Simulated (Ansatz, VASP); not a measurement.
# LiMg: VASP beside Ansatz

Wanted: the spread between two codes on one cell, functional and k mesh. The cell is taken from a series of runs on this material, whose earlier steps may have relaxed, scaled, displaced or heated it; both programs get it as it stands.

Method: plane waves, with VASP 6.6.1 beside it; relaxation of cell and atoms at PBEsol, in Ansatz 0.2.0.

### Step 1. Starting point

Symmetry: P-6m2, No. 187, hexagonal system. The conventional cell has a = 3.108 Å, b = 3.108 Å, c = 5.025 Å, α = 90.00°, β = 90.00°, γ = 120.00°. Li has 6 Mg at 3.09 Å and 6 Li at 3.11 Å nearest. Nearest to Mg lie 6 Li at 3.09 Å and 6 Mg at 3.11 Å. Farther neighbours are not listed.

As a file:

```cif
data_structure
_symmetry_space_group_name_H-M 'P 1'
_symmetry_Int_Tables_number 1
_cell_length_a 3.1085
_cell_length_b 3.1085
_cell_length_c 5.0255
_cell_angle_alpha 90.000
_cell_angle_beta 90.000
_cell_angle_gamma 120.000
_cell_volume 42.05
loop_
_atom_site_label
_atom_site_type_symbol
_atom_site_fract_x
_atom_site_fract_y
_atom_site_fract_z
_atom_site_occupancy
Li1 Li 0.00000 0.00000 0.00000 1
Mg2 Mg 0.66667 0.33333 0.50000 1
```

### Step 2. Ansatz: relaxation of cell and atoms, PBEsol, pair 1

Ansatz runs on its default PAW (the set named soft_2) files.

The relaxed volume is the usual yardstick between codes: in a stiff, nearly cubic crystal its relative difference is about their pressure difference at one cell divided by the bulk modulus.

Input file input.yaml:

```yaml
crystal:
  lattice:
    - [3.1084975175, 0.0, 0.0]
    - [-1.5542487587, 2.6920378177, 0.0]
    - [0.0, 0.0, 5.02546768]
  atoms:
    - { symbol: Li, position: [0.0, 0.0, 0.0] }
    - { symbol: Mg, position: [0.66666667, 0.33333333, 0.5] }
kpoints:
  mp_grid: { grid: [15, 15, 8] }
hamiltonian:
  xc: pbesol
scf:
  occupations: { method: gaussian, width: 0.1 }
output:
  forces: true
  stress: true
  eigenvalues: true
relax:
  adjacent_minimum: "off"
  f_tol: 0.005
  max_steps: 80
  cell: { stress_tol: 0.05 }
```

Run with:

```bash
ansatz run input.yaml --threads 4 --pin off --max-ram 7168MiB --backend cpu --events-out ev --progress --plain --runs-dir out
```

Numbers of over 12 decimals in the logs are rounded to 6 here.

Output:

```text
Engine: ansatz 0.2.0, aarch64-unknown-linux-gnu
Pseudopotentials: kind: paw
Pseudopotential: Li, paw, valence charge 3, recommended cutoff 420 eV (normal), Li.paw.azcp
Pseudopotential: Mg, paw, valence charge 10, recommended cutoff 420 eV (normal), Mg.paw.azcp
Functional definition: PBEsol
  exchange = pbesol_x
  correlation = pbesol_c
Crystal: 2 atoms, lattice volume = 42.054 Å³
Basis set: ecut = 420 eV, 833 PW (Γ), exchange–correlation on 48×48×72 points (8 copies of the dense FFT grid, shifted against one another)
Bands: 11, of which v1, the nominal top of the filled ones, is band 7 counted from 1 (6 counted from 0)
Symmetry: 12 space group operations
Space group: P-6m2 (ITA 187), of the structure as read, at distance tolerance 3.5e-5 Å
k-points: 135 of 1800 (time reversal used)
Non-local potential: Li, projectors of the file, l = 0: 3, l = 1: 2, l = 2: 1
Non-local potential: Mg, projectors of the file, l = 0: 3, l = 1: 2, l = 2: 1
PAW form: soft (Blöchl's): semilocal exchange-correlation on the pseudo side does not see the compensation charge
PAW frozen core: Mg, regenerated for the run's functional, and the local potential with it (the file was generated under x = pbe(κ = 0.804, μ = 0.219515), c = pbe(β = 0.066725))
PAW one-centre angular grid: Li, 110 points (default); XC on 64 Gauss nodes
PAW one-centre angular grid: Mg, 110 points (default); XC on 64 Gauss nodes
Initial density: superposition of atomic densities (neutral atoms: chi_scale 0, normalization atom), corrected by the library's trained network
Initial wavefunctions: pseudopotential atomic-orbital guess
Functional: x = pbesol(κ = 0.804, μ = 0.123457), c = pbesol(β = 0.046)
SCF iter   1: F=—  HF=-2115.105213 eV  |F-HF|=—  |Δ(HF+E_count)|=         —  Δρ=1.77e-3  dr2=6.20e-4  ethr=1.77e-3  ⟨swp⟩=5.0  Hψ=8725  notcnv=0
preconditioner: auto → none  [metal: Δε(μ)=0.016 eV  Ē_g=7.357 eV  σ=0.100 eV  W_gap=0.09  n_scr=2 (ndim 8)  ℏωp=9.9 eV  f_vac=0.000  D(μ)=1.28/eV (n_scr^D=8)  sad-step TF]
SCF iter   2: F=—  HF=-2115.104024 eV  |F-HF|=—  |Δ(HF+E_count)|=   1.19e-3  Δρ=8.49e-4  dr2=1.76e-4  ethr=4.77e-6  ⟨swp⟩=2.7  Hψ=3459  notcnv=0
SCF iter   3: F=—  HF=-2115.103855 eV  |F-HF|=—  |Δ(HF+E_count)|=   1.69e-4  Δρ=1.77e-4  dr2=3.37e-5  ethr=1.35e-6  ⟨swp⟩=2.0  Hψ=2330  notcnv=0
SCF iter   4: F=—  HF=-2115.103831 eV  |F-HF|=—  |Δ(HF+E_count)|=   2.40e-5  Δρ=6.77e-5  dr2=3.20e-6  ethr=2.59e-7  ⟨swp⟩=1.6  Hψ=1567  notcnv=0
SCF iter   5: F=—  HF=-2115.103831 eV  |F-HF|=—  |Δ(HF+E_count)|=   4.43e-8  Δρ=3.53e-5  dr2=7.04e-7  ethr=2.46e-8  ⟨swp⟩=2.0  Hψ=2108  notcnv=0
SCF iter   6: F=-2115.103831 eV  HF=-2115.103831 eV  |F-HF|=9.92e-8  |Δ(HF+E_count)|=   2.68e-7  Δρ=1.30e-5  dr2=9.19e-8  ethr=7.69e-10  ⟨swp⟩=3.5  Hψ=5623  notcnv=0
SCF 1 converged in 6 iterations: F = -2115.103831 eV  dr2 = 9.19e-8
  greatest PAW one-centre occupation: 1.000 electrons in one spin orbital (limit 2), on the Mg atom at site 1 (counted from 0), in its partial waves of l = 0
relax step   1: F+E_penalty+E_count = -2115.10383051 eV  Δ(F+E_penalty+E_count) = +0.000e0 eV  max|allowed force component| = 5.204e-18 eV/Å  Δτ_max = 0.0000 Å  P = -0.019 GPa  Ω = 42.054 Å³  (6 SCF iters, dr2 threshold 1.00e-7 eV, accepted)
[...]
relax step   2: F+E_penalty+E_count = -2115.10386645 eV  Δ(F+E_penalty+E_count) = -3.594e-5 eV  max|allowed force component| = 8.095e-18 eV/Å  Δτ_max = 0.0000 Å  P = -0.007 GPa  Ω = 42.040 Å³  energy of the carried Pulay correction = +1.299e-7 eV  (4 SCF iters, dr2 threshold 1.58e-8 eV, accepted)
[...]
relax step   3: F+E_penalty+E_count = -2115.10386633 eV  Δ(F+E_penalty+E_count) = +1.206e-7 eV  max|allowed force component| = 9.252e-18 eV/Å  Δτ_max = 0.0000 Å  P = -0.007 GPa  Ω = 42.040 Å³  stress off target by 2.31e-2 GPa  SCF on the basis re-selected at this cell (its energy is not comparable with the rows above)  (3 SCF iters)
basis re-selected at this cell: Δ(F+E_penalty+E_count) = +1.206e-7 eV, ΔP = +0.000 GPa vs the last step (what re-selecting the basis moved, of the pressure what is left beyond the Pulay correction that the steps carried, after the strain that the cell walked since its last selection, with what the two solves' SCF thresholds leave and, on support functions, any second-order correction that the steps lacked; it is no m [...]
SCF converged after 3 iterations
Free energy (F): -2115.103866 eV
Harris-Foulkes:  -2115.103866 eV  (|F-HF|=2.73e-12)
Internal energy: -2115.097529 eV  (E = F + TS)
E sigma→0 (E₀):  -2115.100698 eV
Entropy (-TS):   -0.006337 eV (-3.169 meV/atom)
Fermi energy:    3.500600 eV
--- Per-component energies (eV) ---
  E_band       = -458.215507
  E_kinetic    = 96.156012
  E_local      = -1925.195525  (includes V_loc(G=0)·N_el)
  E_nonlocal   = 63.251441
  E_hartree    = 697.727533
  E_xc         = -38.093155
  E_vxc        = -49.377105  (∫ρ·V_xc dr)
  E_paw        = -300.861329  (= ΣΔE_a)
  E_vpaw       = -38.505369  (= ΣTr[D̂ρ^β])
  E_aug_tail   = 0.000014  (compensation charges beyond the density's cutoff)
  E_ewald      = -708.141383
  E_core_change = 0.058862  (= ΣΔE_core)
  E_smearing   = -0.006337  (= −TS)
  E_closure    = 0.000000  (closes the sum)
  Σ components = -2115.103866   (vs F -2115.103866, Δ=0.00e0)
--- Forces (eV/Å), atoms counted from 1 ---
  atom   1  Li     0.00000000    -0.00000000     0.00000000
  atom   2  Mg    -0.00000000     0.00000000     0.00000000
  max |Σ_I F_I| component: 2.31e-18 eV/Å
--- Stress (GPa, compression-positive) ---
       -0.021859      -0.000000       0.000000
       -0.000000      -0.021859       0.000000
        0.000000       0.000000       0.023075
  P = ⅓ Tr σ = -0.0069 GPa (-0.069 kbar)
--- Band table (eV; the first three rows and the last of 135) ---
  k-point 0: bands = [... 3 lower, -38.9204, -38.9204, -2.2075, 2.6967, 4.6899, 15.1124, 15.1124, 16.8941]
  k-point 1: bands = [... 3 lower, -38.9204, -38.9204, -2.1524, 2.1849, 5.3844, 15.1934, 15.1934, 16.4747]
  k-point 2: bands = [... 3 lower, -38.9204, -38.9204, -2.0016, 1.3910, 6.7340, 14.4557, 15.4328, 15.4328]
  k-point 134: bands = [... 3 lower, -38.9437, -38.9393, 4.2477, 4.7824, 5.2102, 5.6917, 6.2624, 8.3389]
--- Relaxed structure (2 steps of the walk, 2 accepted, 1 SCFs on fresh bases) ---
  F+E_penalty+E_count = -2115.10386633 eV   max|allowed force component| = 9.252e-18 eV/Å   (the final SCF, on the basis selected at the relaxed cell)
  cell:  # Å, volume = 42.0397 Å³
    - [3.106017, -2.8844505109665502e-11, 0.0]
    - [-1.553009, 2.689890, 0.0]
    - [0.0, 0.0, 5.031779]
  atoms:
    - { symbol: Li, position: [-9.25185860747469e-18, -1.8503717008154228e-17, 0.0] }
    - { symbol: Mg, position: [0.666667, 0.333333, 0.5] }
```

In the SCF lines HF is the Harris–Foulkes energy and dr2 the Hartree energy of the density residual, in eV; the loop may stop once dr2 is under the threshold and the program's other checks hold. Hψ counts applications of the Hamiltonian.

### Step 3. VASP: relaxation of cell and atoms, PBEsol, pair 1

The same cell, functional, mesh and smearing now go to VASP, with its own data sets.

Lines of VASP's logs that name or quote its potential files are left out, and so is its time.

Input file INCAR:

```
SYSTEM = LiMg
PREC = Accurate
ENCUT = 750
EDIFF = 1E-07
NELM = 120
ISMEAR = 0
SIGMA = 0.1
LREAL = .FALSE.
ALGO = Normal
GGA = PS
NBANDS = 8
LORBIT = 11
LWAVE = .FALSE.
LCHARG = .FALSE.
ISIF = 3
IBRION = 2
NSW = 80
EDIFFG = -0.005
LASPH = .TRUE.
GGA_COMPAT = .FALSE.
NELMIN = 4
KPAR = 2
```

Input file POSCAR:

```
LiMg
1.0
    3.1084980000      0.0000000000      0.0000000000
   -1.5542490000      2.6920380000      0.0000000000
    0.0000000000      0.0000000000      5.0254680000
Li Mg
1 1
Direct
    0.0000000000      0.0000000000      0.0000000000
    0.6666666667      0.3333333333      0.5000000000
```

Input file KPOINTS:

```
Automatic mesh
0
Gamma
15 15 8
0 0 0
```

The projector-augmented-wave data sets are Li_sv and Mg (PBE family, release 64).

Run with:

```bash
mpirun -np 2 vasp_std
```

Output:

```text
[banner, memory and clock lines left out]
running    2 mpi-ranks, on    1 nodes
 distrk:  each k-point on    1 cores,    2 groups
 distr:  one band on    1 cores,    1 groups

 POSCAR found type information on POSCAR LiMg
 POSCAR found :  2 types and       2 ions
|                                                                             |
|               ----> ADVICE to this user running VASP <----                  |
|                                                                             |
|     You enforced a specific xc type in the INCAR file but a different       |
|     [... a line on the potential file left out ...]
|     I HOPE YOU KNOW WHAT YOU ARE DOING!                                     |
|                                                                             |

 LDA part: xc-table for (Slater+PW92), standard interpolation
 POSCAR, INCAR and KPOINTS ok, starting setup
 FFT: planning ... GRIDC
 FFT: planning ... GRID_SOFT
 FFT: planning ... GRID
 WAVECAR not read
 entering main loop
       N       E                     dE             d eps       ncg     rms          rms(c)
DAV:   1     0.138208057691E+01    0.13821E+01   -0.16202E+03  2160   0.580E+02
DAV:   2    -0.362362457022E+01   -0.50057E+01   -0.48303E+01  2968   0.580E+01
DAV:   3    -0.381903519243E+01   -0.19541E+00   -0.19479E+00  3120   0.923E+00
DAV:   4    -0.382675032467E+01   -0.77151E-02   -0.77076E-02  3080   0.164E+00
DAV:   5    -0.382682725401E+01   -0.76929E-04   -0.76890E-04  3224   0.154E-01    0.968E-01
DAV:   6    -0.376159227261E+01    0.65235E-01   -0.13174E-01  2528   0.759E-01    0.555E-01
DAV:   7    -0.374651433476E+01    0.15078E-01   -0.45864E-02  2960   0.517E-01    0.229E-01
DAV:   8    -0.374465443920E+01    0.18599E-02   -0.14534E-03  2456   0.223E-01    0.180E-02
DAV:   9    -0.374465631769E+01   -0.18785E-05   -0.97856E-05  3200   0.630E-02    0.150E-02
DAV:  10    -0.374466118114E+01   -0.48634E-05   -0.44871E-06  3208   0.143E-02    0.477E-03
DAV:  11    -0.374466005722E+01    0.11239E-05   -0.39588E-07  2912   0.486E-03    0.158E-03
DAV:  12    -0.374465939032E+01    0.66690E-06   -0.60040E-08  1616   0.191E-03    0.879E-05
DAV:  13    -0.374465936767E+01    0.22647E-07   -0.19612E-08  1360   0.122E-03
   1 F= -.37446594E+01 E0= -.37414733E+01  d E =-.374466E+01
[...]
2 F= -.37447145E+01 E0= -.37415409E+01  d E =-.550896E-04
[...]
3 F= -.37447409E+01 E0= -.37415869E+01  d E =-.815570E-04
 curvature:  -1.16 expect dE=-0.298E-05 dE for cont linesearch -0.129E-08
 trial: gam= 0.04049 g(F)=  0.351E-48 g(S)=  0.256E-05 ort =-0.279E-06 (trialstep = 0.127E+01)
 search vector abs. value=  0.265E-05
 bond charge predicted
       N       E                     dE             d eps       ncg     rms          rms(c)
DAV:   1    -0.374474368150E+01   -0.28502E-05   -0.68286E-05  2824   0.793E-02    0.750E-03
DAV:   2    -0.374474357160E+01    0.10990E-06   -0.17613E-06  2664   0.941E-03    0.471E-03
DAV:   3    -0.374474342944E+01    0.14216E-06   -0.40783E-07  2848   0.284E-03    0.799E-04
DAV:   4    -0.374474341579E+01    0.13645E-07   -0.22751E-08  1112   0.876E-04
   4 F= -.37447434E+01 E0= -.37415932E+01  d E =-.249110E-05
 trial-energy change:   -0.000002  1 .order   -0.000002   -0.000003   -0.000002
 step:   2.7688(harm=  2.7688)  dis= 0.00000  next Energy=    -3.744744 (dE=-0.353E-05)
 reached required accuracy - stopping structural energy minimisation
```

Parts of OUTCAR (step 3):

```text
ion  position               nearest neighbor table
   1  0.000  0.000  0.000-   2 3.09   2 3.09   2 3.09   2 3.09   2 3.09   2 3.09
   2  0.667  0.333  0.500-   1 3.09   1 3.09   1 3.09   1 3.09   1 3.09   1 3.09

  LATTYP: Found a hexagonal cell.
 ALAT       =     3.1084980000
 C/A-ratio  =     1.6166869015

 Subroutine GETGRP returns: Found 12 space group operations
 (whereof 12 operations were pure point group operations)

The static configuration has the point symmetry D_3h.

 Found    135 irreducible k-points:

   k-points           NKPTS =    135   k-points in BZ     NKDIM =    135   number of bands    NBANDS=      8

   dimension x,y,z NGX =    28 NGY =   28 NGZ =   48
   dimension x,y,z NGXF=    56 NGYF=   56 NGZF=   96

   ENCUT  =  750.0 eV  55.12 Ry    7.42 a.u.   6.94  6.94 11.22*2*pi/ulx,y,z

   NELECT =       5.0000    total number of electrons

 k-points in reciprocal lattice and weights: Automatic mesh
   0.00000000  0.00000000  0.00000000       0.001
   0.06666667  0.00000000  0.00000000       0.003
   0.13333333 -0.00000000  0.00000000       0.003
   0.20000000 -0.00000000  0.00000000       0.003
   0.26666667 -0.00000000  0.00000000       0.003
   0.33333333  0.00000000  0.00000000       0.003
   0.40000000  0.00000000  0.00000000       0.003
   0.46666667 -0.00000000  0.00000000       0.003
   0.06666667  0.06666667  0.00000000       0.003
[...]
0.33333333  0.26666667  0.50000000       0.007
   0.33333333  0.33333333  0.50000000       0.001

 average (electrostatic) potential at core
       1 -63.3805       2 -39.6831

 E-fermi :   1.6770

 k-point     1 :       0.0000    0.0000    0.0000
  band No.  band energies     occupation
      1     -44.0334      2.00000
      2      -4.0416      2.00000
      3       0.8636      2.00000
      4       2.8682      0.00000
      5      13.3050      0.00000
      6      13.3050      0.00000
      7      15.1075      0.00000
      8      15.1075      0.00000

 k-point     2 :       0.0667    0.0000    0.0000
  band No.  band energies     occupation
      1     -44.0329      2.00000
      2      -3.9541      2.00000
      3       0.9508      2.00000
      4       2.9249      0.00000
      5      12.2353      0.00000
      6      12.7914      0.00000
      7      14.5207      0.00000
      8      15.6635      0.00000

 k-point     3 :       0.1333   -0.0000    0.0000
  band No.  band energies     occupation
      1     -44.0316      2.00000
      2      -3.6919      2.00000
      3       1.2123      2.00000
      4       3.0914      0.00000
      5      10.3429      0.00000
      6      11.9593      0.00000
      7      13.7145      0.00000
      8      15.2790      0.00000

  Total        0.0008043      0.0008043      0.0055498     -0.0000000      0.0000000      0.0000000
  in kB        0.0307534      0.0307534      0.2121923     -0.0000000      0.0000000      0.0000000
  external PRESSURE =       0.0912331 kB  Pullay stress =       0.0000000 kB

  energy-cutoff  :      750.00
  volume of cell :       41.90
      direct lattice vectors                 reciprocal lattice vectors
     3.101864765  0.000000000  0.000000000     0.322386718  0.186130074 -0.000000000
    -1.550932383  2.686293451  0.000000000    -0.000000000  0.372260149 -0.000000000
    -0.000000000  0.000000000  5.029045004     0.000000000  0.000000000  0.198844910

 POSITION                                       TOTAL-FORCE (eV/Angst)
 -----------------------------------------------------------------------------------
      0.00000      0.00000      0.00000         0.000000     -0.000000      0.000000
      1.55093      0.89543      2.51452        -0.000000      0.000000      0.000000
 -----------------------------------------------------------------------------------
    total drift:                                0.000000      0.000000      0.000000

  FREE ENERGIE OF THE ION-ELECTRON SYSTEM (eV)
  ---------------------------------------------------
  free  energy   TOTEN  =        -3.7447434158 eV

  energy  without entropy=       -3.7384429323  energy(sigma->0) =       -3.74159317

 reached required accuracy - stopping structural energy minimisation

 total charge
# of ion       s       p       d       tot
------------------------------------------
    1        2.029   0.054   0.000   2.083
    2        0.217   0.127   0.008   0.353
--------------------------------------------------
tot          2.246   0.181   0.008   2.436

[... 3 further parts left out ...]
```

CONTCAR:

```
LiMg
   1.00000000000000
     3.1018647650102467    0.0000000000000000    0.0000000000000000
    -1.5509323825051233    2.6862934514979826    0.0000000000000000
    -0.0000000000000000    0.0000000000000000    5.0290450038587116
  Li              Mg
     1     1
Direct
     0.0000000000000000    0.0000000000000000    0.0000000000000000
     0.6666666667000030    0.3333333332999970    0.5000000000000000
```

This run has no spin polarisation. Its electron count is odd, so without a moment it is a metal by construction. The PAW data sets were made with PBE, which is usual practice but a small mismatch for other functionals. The run keeps the 12 symmetry operations of its start, so it cannot find a distortion of lower symmetry.

### Step 4. Side by side

Known differences besides the potentials themselves: the data sets hold 13 valence electrons in Ansatz (on its default PAW (the set named soft_2) files) and 5 in VASP; the cutoff is 420 eV in Ansatz and 750 eV in VASP; Ansatz makes its cores anew for this functional, VASP keeps those of its PBE data sets; Ansatz adds a Pulay correction to the stress that steers its cell, VASP none. Total energies have different zeros and are not compared.

The two programs side by side:

| quantity | Ansatz | VASP | difference |
| --- | --- | --- | --- |
| volume (Å³) | 42.04 | 41.90 | +0.32 % |
| edge a after relaxation, in the typed setting (Å) | 3.106 | 3.102 | +0.13 % |
| edge c after relaxation, in the typed setting (Å) | 5.032 | 5.029 | +0.06 % |

(Continued in part 2 of 2.)

[Lines on the potential files, build, host, timing and source positions are cut from VASP's logs without a mark.]

[Logs are printed without paths, hosts, clocks, repeated set-up lines and the standing remarks that a program may print on its own settings, such as how far it seeks lower states.]

[Hosts, paths, dates, database ids (printed as entryN), source tags and the programs' standing remarks are cut or masked in the printed files.]
